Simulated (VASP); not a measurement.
## SnO (space group Cmce): computed properties

Computed with r2SCAN meta-GGA, VASP's PBE PAW potentials (set 64) (plane waves; VASP).

| Property | Result |
|---|---|
| space group | Cmce (64) |
| cell | a = 5.393 Å, b = 5.394 Å, c = 9.852 Å, α = 90.00°, β = 90.00°, γ = 90.00° |
| volume per atom | 17.91 Å^3/atom |
| band gap (over mesh and band path) | 0.34 eV |
| smallest direct gap (over mesh and band path) | 1.99 eV |
| band-edge character | indirect, Γ to Y |
| density | 6.24 g/cm³ |

```
CELL_PARAMETERS angstrom
      2.69662    -2.69676     0.00000
      2.69662     2.69676     0.00000
      0.00000     0.00000     9.85228
ATOMIC_POSITIONS crystal
  Sn 0.74530 0.25470 0.86688
  Sn 0.25470 0.74530 0.13312
  Sn 0.75470 0.24530 0.36688
  Sn 0.24530 0.75470 0.63312
  O  0.25479 0.24521 0.25000
  O  0.74521 0.75479 0.75000
  O  0.24521 0.25479 0.75000
  O  0.75479 0.74521 0.25000
```

Unless said otherwise, spin-orbit coupling is left out, though it shifts the bands of the heavy elements here.

The structure comes from a computed database's SnO entry (Cmce); how it stands against other phases isn't given here. It was relaxed first, which changed the volume by -6 %. Symmetry was kept, so distortions that lower it aren't found.
